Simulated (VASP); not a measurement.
Here is the system:

```xyz
4
Lattice="3.6210 0.0000 0.0000 0.0000 3.6210 0.0000 0.0000 0.0000 3.6210" Properties=species:S:1:pos:R:3 pbc="T T T"
Fe     0.0000     0.0000     0.0000
Ni     0.0000     1.8105     1.8105
Ni     1.8105     0.0000     1.8105
Ni     1.8105     1.8105     0.0000
```
Starting moments (μB, in the order of the record's atoms Fe Ni Ni Ni): 3.0 0.7 0.7 0.7.

Level of theory: PBE GGA + U (Dudarev), VASP's PBE PAW potentials (set 64) (plane waves; VASP 6.6.1). Settings: 400 eV cut-off, 8×8×8 Γ-centred mesh, first-order Methfessel-Paxton smearing of 0.10 eV, potentials Fe Ni, U − J: Fe 8.00 eV, Ni 8.00 eV.

Q: Predict the cell moment, energy per atom (σ→0), pressure, band gap (on the k-mesh) with the smallest direct gap where there is one.

A: 
```
Item                                                        Result
------------------------  ----------------------------------------
band gap (on the k-mesh)  none (metal, semimetal or under 0.01 eV)
cell moment                                                6.22 μB
energy per atom (σ→0)                               -1.702 eV/atom
pressure                                                -76.7 kbar
```

Q: Give the moment on each site (PAW-sphere projection).

A: 
```
site  moment (μB)
----  -----------
Fe1          3.84
Ni2          0.90
Ni3          0.90
Ni4          0.90
```

The compound is Ni3Fe in the L1_2 structure. The cell was not relaxed at this level. The run is one of a series of settings (LDAU = .TRUE., LDAUJ = 0 0, LDAUL = 2 2, LDAUTYPE = 2, LDAUU = 8.0 8.0 against the base run), some of them coarse on purpose.
